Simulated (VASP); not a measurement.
Given:

```
Au
1.0
    2.91734     0.00000     0.00000
    0.00000     2.91734     0.00000
    0.00000     0.00000    27.54539
Au
6
Cartesian
  2.91734   1.45867   8.66659
  1.45867   0.00000  10.69208
  0.00000   1.45867  12.74419
  1.45867   0.00000  14.80120
  0.00000   1.45867  16.85331
  1.45867   0.00000  18.87879
```

All values below come from r2SCAN meta-GGA, VASP's PBE PAW potentials (set 64) (plane waves; VASP). Run with PREC = Normal, 400 eV cut-off, 9×9×1 Γ-centred mesh, first-order Methfessel-Paxton smearing of 0.10 eV, potentials Au.

Unless said otherwise, spin-orbit coupling is left out, though it shifts the bands of the heavy elements here.

Problem. Predict the energy per atom (σ→0), band gap (on the k-mesh) with the smallest direct gap where there is one.

Solution. 
```json
{
 "band gap (on the k-mesh)": "none (metal, semimetal or under 0.01 eV)",
 "energy per atom (σ→0)": "-50.417 eV/atom"
}
```

Only differences to runs with the same potentials and settings are physical.

The cell is a thin slab with vacuum, built from Au (fcc): (100) face.
